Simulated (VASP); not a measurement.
**Lattice of Pd, functional by functional**

Which functional gives which lattice for Pd? The starting structure is a measured crystal structure from the Crystallography Open Database.

Main program and level: VASP 6.6.1; Kohn-Sham DFT with plane waves and PAW; PBEsol, r2SCAN, PBE and LDA.

### 1. Set-up

It takes space group Fm-3m (No. 225, cubic). The conventional cell has a = 3.900 Å, b = 3.900 Å, c = 3.900 Å, α = 90.00°, β = 90.00°, γ = 90.00°. Nearest to Pd lie 12 Pd at 2.76 Å.

### 2. Relaxation with PBEsol

PBEsol restores the gradient expansion of exchange and is tuned for the cells of solids. This run starts from the cell of an earlier relaxation, which isn't shown; the restart sets up the plane waves anew.

INCAR

```
SYSTEM = Pd
PREC = Accurate
ENCUT = 520
EDIFF = 1E-07
NELM = 100
ISMEAR = 1
SIGMA = 0.15
LREAL = .FALSE.
ALGO = Normal
GGA = PS
NBANDS = 11
LASPH = .TRUE.
LORBIT = 11
LWAVE = .FALSE.
LCHARG = .FALSE.
KPAR = 4
IBRION = 2
NSW = 50
ISIF = 3
EDIFFG = -0.005
```

POSCAR

```
Pd
1.0
    0.0000000000      1.9360738840      1.9360738840
    1.9360738840      0.0000000000      1.9360738840
    1.9360738840      1.9360738840      0.0000000000
Pd
1
Direct
    0.0000000000      0.0000000000      0.0000000000
```

KPOINTS

```
Automatic mesh
0
Gamma
20 20 20
0 0 0
```

The projector-augmented-wave data sets are Pd (PBE family, release 64).

Command:

```
$ mpirun -np 4 vasp_std
```

Log:

```text
[banner, memory and clock lines left out]
running    4 mpi-ranks, on    1 nodes
 distrk:  each k-point on    1 cores,    4 groups
 distr:  one band on    1 cores,    1 groups

 POSCAR found type information on POSCAR Pd
 POSCAR found :  1 types and       1 ions
|                                                                             |
|               ----> ADVICE to this user running VASP <----                  |
|                                                                             |
|     You enforced a specific xc type in the INCAR file but a different       |
|     [... a line on the potential file left out ...]
|     I HOPE YOU KNOW WHAT YOU ARE DOING!                                     |
|                                                                             |

 LDA part: xc-table for (Slater+PW92), standard interpolation
 POSCAR, INCAR and KPOINTS ok, starting setup
 FFT: planning ... GRIDC
 FFT: planning ... GRID_SOFT
 FFT: planning ... GRID
 WAVECAR not read
 entering main loop
       N       E                     dE             d eps       ncg     rms          rms(c)
DAV:   1     0.415109525053E+02    0.41511E+02   -0.51886E+03  5672   0.856E+02
DAV:   2    -0.578495387441E+01   -0.47296E+02   -0.45773E+02  6324   0.183E+02
DAV:   3    -0.635180888160E+01   -0.56686E+00   -0.56443E+00  6814   0.213E+01
DAV:   4    -0.635428488178E+01   -0.24760E-02   -0.24757E-02  6799   0.148E+00
DAV:   5    -0.635431115111E+01   -0.26269E-04   -0.26270E-04  7383   0.139E-01    0.871E+00
DAV:   6    -0.597664830841E+01    0.37766E+00   -0.15291E+00  6946   0.101E+01    0.388E+00
DAV:   7    -0.596439189106E+01    0.12256E-01   -0.43450E-02  7475   0.132E+00    0.200E+00
DAV:   8    -0.595956978750E+01    0.48221E-02   -0.24676E-03  6927   0.498E-01    0.143E-01
DAV:   9    -0.595948566253E+01    0.84125E-04   -0.37172E-04  7439   0.164E-01    0.168E-02
DAV:  10    -0.595949082329E+01   -0.51608E-05   -0.49991E-06  7072   0.199E-02    0.121E-02
DAV:  11    -0.595949004293E+01    0.78036E-06   -0.12516E-07  7028   0.351E-03    0.990E-04
DAV:  12    -0.595949006711E+01   -0.24180E-07   -0.53691E-09  4760   0.489E-04
   1 F= -.59594901E+01 E0= -.59586879E+01  d E =-.595949E+01
 curvature:   0.00 expect dE= 0.000E+00 dE for cont linesearch  0.000E+00
 trial: gam= 0.00000 g(F)=  0.762E-63 g(S)=  0.243E-06 ort = 0.000E+00 (trialstep = 0.100E+01)
 search vector abs. value=  0.243E-06
 reached required accuracy - stopping structural energy minimisation
```

It took 10 s on 4 MPI ranks of Intel Xeon Platinum 8488C (Sapphire Rapids), shared host; peak memory 0.58 GiB; 27 s of CPU time.

The logs omit lines about the potential files and the build; timing stands in the text.

Parts of OUTCAR (step 2):

```text
ion  position               nearest neighbor table
   1  0.000  0.000  0.000-

  LATTYP: Found a face centered cubic cell.
 ALAT       =     3.8721477680

 Subroutine GETGRP returns: Found 48 space group operations
 (whereof 48 operations were pure point group operations)

The static configuration has the point symmetry O_h .

 Found    256 irreducible k-points:

   k-points           NKPTS =    256   k-points in BZ     NKDIM =    256   number of bands    NBANDS=     11

   dimension x,y,z NGX =    20 NGY =   20 NGZ =   20
   dimension x,y,z NGXF=    40 NGYF=   40 NGZF=   40

   ENCUT  =  520.0 eV  38.22 Ry    6.18 a.u.   5.09  5.09  5.09*2*pi/ulx,y,z

   NELECT =      10.0000    total number of electrons

 k-points in reciprocal lattice and weights: Automatic mesh
   0.00000000  0.00000000  0.00000000       0.000
   0.05000000  0.00000000  0.00000000       0.001
   0.10000000  0.00000000  0.00000000       0.001
   0.15000000  0.00000000  0.00000000       0.001
   0.20000000  0.00000000  0.00000000       0.001
   0.25000000  0.00000000  0.00000000       0.001
   0.30000000  0.00000000  0.00000000       0.001
   0.35000000  0.00000000  0.00000000       0.001
   0.40000000  0.00000000  0.00000000       0.001
[...]
-0.30000000  0.50000000  0.20000000       0.002
  -0.25000000  0.50000000  0.25000000       0.001

 average (electrostatic) potential at core
       1 -70.2789

 E-fermi :   9.8734

 k-point     1 :       0.0000    0.0000    0.0000
  band No.  band energies     occupation
    ...
      2       6.9578      2.00000
      3       6.9578      2.00000
      4       6.9578      2.00000
      5       8.6348      2.00000
      6       8.6348      2.00000
      7      27.0284      0.00000
      8      31.8924      0.00000
      9      31.8924      0.00000
     10      31.8924      0.00000
     11      35.9096      0.00000

 k-point     2 :       0.0500    0.0000    0.0000
  band No.  band energies     occupation
    ...
      2       6.9235      2.00000
      3       6.9907      2.00000
      4       6.9907      2.00000
      5       8.6184      2.00000
      6       8.6184      2.00000
      7      27.1320      0.00000
      8      31.2596      0.00000
      9      32.0019      0.00000
     10      32.0019      0.00000
     11      35.9479      0.00000

 k-point     3 :       0.1000    0.0000    0.0000
  band No.  band energies     occupation
    ...
      2       6.8344      2.00000
      3       7.0793      2.00000
      4       7.0793      2.00000
      5       8.5809      2.00000
      6       8.5809      2.00000
      7      27.3878      0.00000
      8      29.9124      0.00000
      9      32.3168      0.00000
     10      32.3168      0.00000
     11      35.9776      0.00000

  Total       -0.0012951     -0.0012951     -0.0012951      0.0000000      0.0000000     -0.0000000
  in kB       -0.1429587     -0.1429587     -0.1429587      0.0000000      0.0000000     -0.0000000
  external PRESSURE =      -0.1429587 kB  Pullay stress =       0.0000000 kB

  energy-cutoff  :      520.00
  volume of cell :       14.51
      direct lattice vectors                 reciprocal lattice vectors
     0.000000000  1.936073884  1.936073884    -0.258254607  0.258254607  0.258254607
     1.936073884  0.000000000  1.936073884     0.258254607 -0.258254607  0.258254607
     1.936073884  1.936073884  0.000000000     0.258254607  0.258254607 -0.258254607

 POSITION                                       TOTAL-FORCE (eV/Angst)
 -----------------------------------------------------------------------------------
      0.00000      0.00000      0.00000        -0.000000     -0.000000      0.000000
 -----------------------------------------------------------------------------------
    total drift:                                0.000000      0.000000      0.000000

  FREE ENERGIE OF THE ION-ELECTRON SYSTEM (eV)
  ---------------------------------------------------
  free  energy   TOTEN  =        -5.9594900671 eV

  energy  without entropy=       -5.9570836060  energy(sigma->0) =       -5.95868791

 reached required accuracy - stopping structural energy minimisation

 total charge
# of ion       s       p       d       tot
------------------------------------------
    1        0.492   0.503   8.464   9.459

[... 3 further parts left out ...]
```

CONTCAR:

```
Pd
   1.00000000000000
     0.0000000000000000    1.9360738840000000    1.9360738840000000
     1.9360738840000000    0.0000000000000000    1.9360738840000000
     1.9360738840000000    1.9360738840000000    0.0000000000000000
  Pd
     1
Direct
     0.0000000000000000    0.0000000000000000    0.0000000000000000
```

The PAW data sets were made with PBE, which is usual practice but a small mismatch for other functionals. The run keeps the 48 symmetry operations of its start, so it cannot find a distortion of lower symmetry.

With PBEsol the relaxed cell holds 14.514 Å³ an atom, -2.13 % against the measured cell, with a = 3.872 Å.

### 3. Relaxation with r2SCAN

r2SCAN adds the kinetic-energy density, costs more than a GGA and is run with LASPH. This run starts from the cell of an earlier relaxation, which isn't shown; the restart sets up the plane waves anew.

Changes to INCAR since step 2:

```diff
@@ -9,5 +9,5 @@
 ALGO = Normal
-GGA = PS
+METAGGA = R2SCAN
+LASPH = .TRUE.
 NBANDS = 11
-LASPH = .TRUE.
 LORBIT = 11
```

POSCAR

```
Pd
1.0
    0.0000000000      1.9561646930      1.9561646930
    1.9561646930      0.0000000000      1.9561646930
    1.9561646930      1.9561646930      0.0000000000
Pd
1
Direct
    0.0000000000      0.0000000000      0.0000000000
```

KPOINTS is that of step 2.

Command:

```
$ mpirun -np 4 vasp_std
```

Log:

```text
[banner, memory and clock lines left out]
running    4 mpi-ranks, on    1 nodes
[...]
[... a notice as in an earlier step ...]

 LDA part: xc-table for (None), standard interpolation
 POSCAR, INCAR and KPOINTS ok, starting setup
[...]
entering main loop
       N       E                     dE             d eps       ncg     rms          rms(c)
DAV:   1     0.235318159076E+02    0.23532E+02   -0.52365E+03  5688   0.879E+02
DAV:   2    -0.255197187347E+02   -0.49052E+02   -0.47308E+02  6159   0.187E+02
DAV:   3    -0.260685084838E+02   -0.54879E+00   -0.54571E+00  6957   0.218E+01
DAV:   4    -0.260705334003E+02   -0.20249E-02   -0.20246E-02  6863   0.135E+00
[...]
DAV:  12    -0.229435856969E+02    0.56323E-06   -0.12953E-06  6839   0.118E-02    0.171E-03
DAV:  13    -0.229435855331E+02    0.16388E-06   -0.27299E-08  3973   0.145E-03    0.870E-04
DAV:  14    -0.229435855653E+02   -0.32257E-07   -0.68715E-08  3059   0.221E-03
   1 F= -.22943586E+02 E0= -.22942672E+02  d E =-.229436E+02
[...]
reached required accuracy - stopping structural energy minimisation
```

Run time: 35 s. Hardware: 4 MPI ranks; peak memory 0.67 GiB; 2 min of CPU time.

OUTCAR, selected parts (step 3):

```text
  Total       -0.0043521     -0.0043521     -0.0043521      0.0000000      0.0000000      0.0000000
  in kB       -0.4657603     -0.4657603     -0.4657603      0.0000000      0.0000000      0.0000000
  external PRESSURE =      -0.4657603 kB  Pullay stress =       0.0000000 kB

 POSITION                                       TOTAL-FORCE (eV/Angst)
 -----------------------------------------------------------------------------------
      0.00000      0.00000      0.00000         0.000000      0.000000      0.000000
 -----------------------------------------------------------------------------------
    total drift:                               -0.000000      0.000000      0.000000

  FREE ENERGIE OF THE ION-ELECTRON SYSTEM (eV)
  ---------------------------------------------------
  free  energy   TOTEN  =       -22.9435855653 eV

  energy  without entropy=      -22.9408438201  energy(sigma->0) =      -22.94267165

[... 2 parts as in an earlier step ...]

[... 2 further parts left out ...]
[key lines of the parts left out:]
E-fermi :   9.3458
```

With r2SCAN the relaxed cell holds 14.971 Å³ an atom, +0.95 % against the measured cell, with a = 3.912 Å. That is +3.15 % from PBEsol.

### 4. Relaxation with PBE

PBE, the usual starting point, adds the gradient of the density. This run starts from the cell of an earlier relaxation, which isn't shown; the restart sets up the plane waves anew.

Changes to INCAR since step 3:

```diff
@@ -9,5 +9,5 @@
 ALGO = Normal
-METAGGA = R2SCAN
+GGA = PE
+NBANDS = 11
 LASPH = .TRUE.
-NBANDS = 11
 LORBIT = 11
```

POSCAR

```
Pd
1.0
    0.0000000000      1.9696549176      1.9696549176
    1.9696549176      0.0000000000      1.9696549176
    1.9696549176      1.9696549176      0.0000000000
Pd
1
Direct
    0.0000000000      0.0000000000      0.0000000000
```

KPOINTS is that of step 3.

Command:

```
$ mpirun -np 4 vasp_std
```

Log:

```text
[banner, memory and clock lines left out]
running    4 mpi-ranks, on    1 nodes
[...]
LDA part: xc-table for (Slater+PW92), standard interpolation
 POSCAR, INCAR and KPOINTS ok, starting setup
[...]
entering main loop
       N       E                     dE             d eps       ncg     rms          rms(c)
DAV:   1     0.425119439586E+02    0.42512E+02   -0.50828E+03  5672   0.846E+02
DAV:   2    -0.490673223516E+01   -0.47419E+02   -0.45878E+02  6392   0.182E+02
DAV:   3    -0.548807874070E+01   -0.58135E+00   -0.57942E+00  6688   0.215E+01
DAV:   4    -0.549091863310E+01   -0.28399E-02   -0.28395E-02  6763   0.158E+00
[...]
DAV:  10    -0.521502954741E+01   -0.44045E-05   -0.54409E-06  6854   0.211E-02    0.650E-03
DAV:  11    -0.521502892046E+01    0.62694E-06   -0.11155E-07  7046   0.341E-03    0.387E-04
DAV:  12    -0.521502892824E+01   -0.77778E-08   -0.27776E-09  4541   0.417E-04
   1 F= -.52150289E+01 E0= -.52138992E+01  d E =-.521503E+01
[...]
reached required accuracy - stopping structural energy minimisation
```

Run time: 12 s. Hardware: 4 MPI ranks; peak memory 0.64 GiB; 34 s of CPU time.

Parts of OUTCAR (step 4):

```text
  Total        0.0014245      0.0014245      0.0014245     -0.0000000      0.0000000      0.0000000
  in kB        0.1493412      0.1493412      0.1493412     -0.0000000      0.0000000      0.0000000
  external PRESSURE =       0.1493412 kB  Pullay stress =       0.0000000 kB

 POSITION                                       TOTAL-FORCE (eV/Angst)
 -----------------------------------------------------------------------------------
      0.00000      0.00000      0.00000         0.000000     -0.000000      0.000000
 -----------------------------------------------------------------------------------
    total drift:                               -0.000000     -0.000000     -0.000000

  FREE ENERGIE OF THE ION-ELECTRON SYSTEM (eV)
  ---------------------------------------------------
  free  energy   TOTEN  =        -5.2150289282 eV

  energy  without entropy=       -5.2116396976  energy(sigma->0) =       -5.21389918

[... 2 parts as in an earlier step ...]

[... 2 further parts left out ...]
[key lines of the parts left out:]
E-fermi :   9.1725
```

With PBE the relaxed cell holds 15.283 Å³ an atom, +3.05 % against the measured cell, with a = 3.939 Å. That is +5.29 % from PBEsol.

### 5. Relaxation with LDA

LDA, the lowest rung, knows the local density alone. This run starts from the cell of an earlier relaxation, which isn't shown; the restart sets up the plane waves anew.

Changes to INCAR since step 4:

```diff
@@ -9,3 +9,3 @@
 ALGO = Normal
-GGA = PE
+GGA = CA
 NBANDS = 11
```

POSCAR

```
Pd
1.0
    0.0000000000      1.9198756572      1.9198756572
    1.9198756572      0.0000000000      1.9198756572
    1.9198756572      1.9198756572      0.0000000000
Pd
1
Direct
    0.0000000000      0.0000000000      0.0000000000
```

KPOINTS is that of step 4.

The projector-augmented-wave data sets are Pd (LDA family, release 64).

Command:

```
$ mpirun -np 4 vasp_std
```

Log:

```text
[banner, memory and clock lines left out]
running    4 mpi-ranks, on    1 nodes
[...]
LDA part: xc-table for (Slater(with rela. corr.)+CA(PZ))
 , standard interpolation
 POSCAR, INCAR and KPOINTS ok, starting setup
[...]
entering main loop
       N       E                     dE             d eps       ncg     rms          rms(c)
DAV:   1     0.420010519089E+02    0.42001E+02   -0.51860E+03  5648   0.862E+02
DAV:   2    -0.626901046382E+01   -0.48270E+02   -0.46617E+02  6337   0.186E+02
DAV:   3    -0.684735148806E+01   -0.57834E+00   -0.57698E+00  6757   0.216E+01
DAV:   4    -0.684968995194E+01   -0.23385E-02   -0.23381E-02  6855   0.144E+00
[...]
DAV:  10    -0.649382309470E+01   -0.47187E-05   -0.36792E-06  7093   0.165E-02    0.123E-02
DAV:  11    -0.649382291971E+01    0.17499E-06   -0.13498E-07  6866   0.374E-03    0.137E-03
DAV:  12    -0.649382292481E+01   -0.50917E-08   -0.11300E-08  4760   0.735E-04
   1 F= -.64938229E+01 E0= -.64931482E+01  d E =-.649382E+01
[...]
reached required accuracy - stopping structural energy minimisation
```

The job ended after 16 s (4 MPI ranks; peak memory 0.57 GiB; 41 s of CPU time).

OUTCAR, selected parts (step 5):

```text
  Total       -0.0002418     -0.0002418     -0.0002418      0.0000000      0.0000000     -0.0000000
  in kB       -0.0273772     -0.0273772     -0.0273772      0.0000000      0.0000000     -0.0000000
  external PRESSURE =      -0.0273772 kB  Pullay stress =       0.0000000 kB

 POSITION                                       TOTAL-FORCE (eV/Angst)
 -----------------------------------------------------------------------------------
      0.00000      0.00000      0.00000         0.000000      0.000000      0.000000
 -----------------------------------------------------------------------------------
    total drift:                                0.000000     -0.000000      0.000000

  FREE ENERGIE OF THE ION-ELECTRON SYSTEM (eV)
  ---------------------------------------------------
  free  energy   TOTEN  =        -6.4938229248 eV

  energy  without entropy=       -6.4917986156  energy(sigma->0) =       -6.49314816

[... 2 parts as in an earlier step ...]

[... 2 further parts left out ...]
[key lines of the parts left out:]
E-fermi :  10.2956
```

With LDA the relaxed cell holds 14.153 Å³ an atom, -4.56 % against the measured cell, with a = 3.840 Å. That is -2.49 % from PBEsol.

### 6. All runs side by side

| level | volume (Å³/atom) | against the measured cell (%) | a (Å) | pressure left (GPa) | core minutes |
| --- | --- | --- | --- | --- | --- |
| PBEsol | 14.514 | -2.13 | 3.8721 | -0.01 | 2.68 |
| r2SCAN | 14.971 | 0.95 | 3.9123 | -0.05 | 7.87 |
| PBE | 15.283 | 3.05 | 3.9393 | 0.01 | 3.69 |
| LDA | 14.153 | -4.56 | 3.8398 | 0.0 | 4.71 |

Core minutes are wall time times ranks, summed over the relaxations behind a row (those for a bulk modulus apart), on shared hosts.

### 7. What came out

* volume, PBEsol: 14.51 Å³/atom
* volume, r2SCAN: 14.97 Å³/atom
* volume, PBE: 15.28 Å³/atom
* volume, LDA: 14.15 Å³/atom

**Reading.** Across 4 levels the volume of Pd spans 8.0 %, from 14.15 Å³ an atom (LDA) to 15.28 Å³ (PBE). Against the measured volume of the starting structure, r2SCAN comes nearest (+1.0 %) and LDA lies farthest (-4.6 %). The measured cell holds zero-point expansion and, unless it was taken cold, thermal expansion, which the runs lack, so small differences decide nothing. All runs keep the symmetry of the start, so they can't find a distortion of lower symmetry.

[Lines on the potential files, build, host, timing and source positions are cut from VASP's logs without a mark.]

[Logs are printed without paths, hosts, clocks, repeated set-up lines and the standing remarks that a program may print on its own settings, such as how far it seeks lower states.]

[Hosts, paths, dates, database ids (printed as entryN), source tags and the programs' standing remarks are cut or masked in the printed files.]
